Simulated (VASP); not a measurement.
BN: energy against strain

BN (wurtzite, P6_3mc, 5.912 Å³/atom and stress up to 0.16 GPa in the relaxed cell, c along z) under a strain ε along c (axis z), the other axes held. r2SCAN in VASP (plane waves, PAW), 600 eV, 18×18×8 Γ-centred mesh, Gaussian smearing 0.05 eV; ions are relaxed, or left where forces stay under 0.02 eV/Å, within the symmetry of each cell.

Here s stands for strain and y for E less E0.

| strain (%) | E less E0 (meV/atom) |
|---|---|
| -1.50 | 4.80 |
| -1.00 | 2.16 |
| -0.50 | 0.57 |
| 0.00 | 0.00 |
| 0.50 | 0.40 |
| 1.00 | 1.76 |
| 1.50 | 4.02 |
| 3.00 | ? |

Taking a parabola for y over the 7 complete rows: Least squares gives y = -0.003 - 0.2364·s + 1.9614·s². Residuals (row less fit): 0.035, -0.035, -0.036, 0.003, 0.031, 0.038, -0.036; standard error 0.043 (degrees of freedom: 4). Twice the quadratic coefficient over the volume, 2 × 1.9614 meV × 10⁴ × 0.1602 / 5.912 Å³, is the elastic constant C33 = 1063 ± 10 GPa (± standard error of the fit, which holds the terms cut off).

Problem. Estimate the missing y (s = 3.00); what did the run itself give?

Solution. y = -0.003 - 0.2364 × 3.0 + 1.9614 × 3.0² = 16.940 meV/atom. The calculation gives 15.86 meV/atom, 1.080 meV/atom below the prediction (6.8 % of the range of y in the table). The row lies outside the fitted rows, so this is an extrapolation. From the scatter of the fitted rows alone, a prediction at this place has a standard error of 0.164 meV/atom, so the miss is 6.6 times that.

A polynomial of degree 3 through the 12 other runs of the series gives 15.87 there, so most of the miss is curvature that the fit leaves out. BN is here a metastable high-pressure form. Rows are the converged runs of the series near zero and its far end; series whose fitted rows scatter by over a few per cent of the range, as at a crossing or softening among them, aren't shown in this form, nor equations of state whose B0' disagrees with the runs' pressures. Most that stay on the fit to the last digits aren't either.
